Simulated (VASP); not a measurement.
These are vdW-DF-cx, VASP's PBE PAW potentials (set 64) (plane waves; VASP) values and carry that method's errors.

VASP ran on this input.

INCAR:
```
! general
SYSTEM  =ZnO
PREC    =Accurate
ENCUT   =520
LREAL   =.FALSE.
LASPH   =.TRUE.
ICHARG  =11

! electronic loop
EDIFF   =1E-7
NELM    =100
ALGO    =Normal
LMAXMIX =4

! smearing
ISMEAR  =0
SIGMA   =0.05

! functional
GGA     =CX
LUSE_VDW=.TRUE.
AGGAC   =0.0

! output
LWAVE   =.FALSE.
LCHARG  =.FALSE.
LORBIT  =11
```

File POSCAR:
```
ZnO
1.0
  1.6236097370  -2.8121749927   0.0000000000
  1.6236097370   2.8121749927   0.0000000000
  0.0000000000   0.0000000000   5.2378413791
Zn O
2 2
Cartesian
  1.6236097370  -0.9373935390   2.6257682820
  1.6236097370   0.9373935390   0.0068475924
  1.6236097370  -0.9373935390   4.6129285040
  1.6236097370   0.9373935390   1.9940078144
```

File KPOINTS:
```
k-points along high-symmetry lines
10
Line-mode
Reciprocal
  0.000000   0.000000   0.000000 ! GAMMA
 -0.000000   0.500000   0.000000 ! M

 -0.000000   0.500000   0.000000 ! M
 -0.333333   0.666667   0.000000 ! K

 -0.333333   0.666667   0.000000 ! K
  0.000000   0.000000   0.000000 ! GAMMA

  0.000000   0.000000   0.000000 ! GAMMA
  0.000000   0.000000   0.500000 ! A

  0.000000   0.000000   0.500000 ! A
 -0.000000   0.500000   0.500000 ! L

 -0.000000   0.500000   0.500000 ! L
 -0.333333   0.666667   0.500000 ! H

 -0.333333   0.666667   0.500000 ! H
  0.000000   0.000000   0.500000 ! A

 -0.000000   0.500000   0.500000 ! L
 -0.000000   0.500000   0.000000 ! M

 -0.333333   0.666667   0.500000 ! H
 -0.333333   0.666667   0.000000 ! K
```

POTCAR, in this order: Zn O (PBE.64 set). Program: vasp_std. Read from the step before: CHGCAR.

Output

OSZICAR:
```
       N       E                     dE             d eps       ncg     rms          rms(c)
DAV:   1     0.282766301112E+03    0.28277E+03   -0.19068E+04  3992   0.240E+03
DAV:   2     0.180736422454E+02   -0.26469E+03   -0.25488E+03  4230   0.443E+02
DAV:   3    -0.786096767588E+01   -0.25935E+02   -0.25701E+02  4716   0.142E+02
DAV:   4    -0.831837315349E+01   -0.45741E+00   -0.45697E+00  4404   0.201E+01
DAV:   5    -0.832200164682E+01   -0.36285E-02   -0.36283E-02  4590   0.159E+00
DAV:   6    -0.832204698429E+01   -0.45337E-04   -0.45337E-04  4410   0.149E-01
DAV:   7    -0.832204781624E+01   -0.83195E-06   -0.83197E-06  4608   0.177E-02
DAV:   8    -0.832204783407E+01   -0.17830E-07   -0.17833E-07  3710   0.221E-03
   1 F= -.83220478E+01 E0= -.83220478E+01  d E =-.435920E-13
```

**OUTCAR**
```
 val. band max:        1.0092113311   @ k =   0.0000   0.0000   0.0000

 cond. band min:       1.7607740799   @ k =   0.0000   0.0000   0.0000



 k-point     1 :       0.0000    0.0000    0.0000
  band No.  band energies     occupation
      1     -16.9689      2.00000
      2     -16.2422      2.00000
      3      -4.6810      2.00000
      4      -4.6810      2.00000
      5      -4.6332      2.00000
      6      -4.6259      2.00000
      7      -4.4893      2.00000
      8      -4.4893      2.00000
      9      -3.5132      2.00000
     10      -3.5132      2.00000
     11      -3.3041      2.00000
     12      -3.3041      2.00000
     13      -3.0258      2.00000
     14       0.2193      2.00000
     15       0.2193      2.00000
     16       0.9202      2.00000
     17       1.0092      2.00000
     18       1.0092      2.00000
     19       1.7608      0.00000
     20       6.1692      0.00000
     21       9.1502      0.00000
     22      13.8030      0.00000

 k-point     2 :       0.0000    0.0556    0.0000
  band No.  band energies     occupation
      1     -16.9516      2.00000
      2     -16.2342      2.00000
      3      -4.7029      2.00000
      4      -4.6708      2.00000
      5      -4.6205      2.00000
      6      -4.6011      2.00000
      7      -4.4911      2.00000
      8      -4.4753      2.00000
      9      -3.5206      2.00000
     10      -3.5146      2.00000
     11      -3.3025      2.00000
     12      -3.2909      2.00000
     13      -3.0298      2.00000
     14       0.1024      2.00000
     15       0.1768      2.00000
     16       0.7345      2.00000
     17       0.9009      2.00000
     18       0.9868      2.00000
     19       2.0730      0.00000
     20       6.3043      0.00000
     21       9.1492      0.00000
     22      13.4310      0.00000

 k-point     3 :       0.0000    0.1111    0.0000
  band No.  band energies     occupation
      1     -16.9009      2.00000
      2     -16.2118      2.00000
...
```

The density is held fixed in this step, so its total energy and stress have no physical meaning.

The compound is ZnO in the wurtzite structure. It was relaxed first.
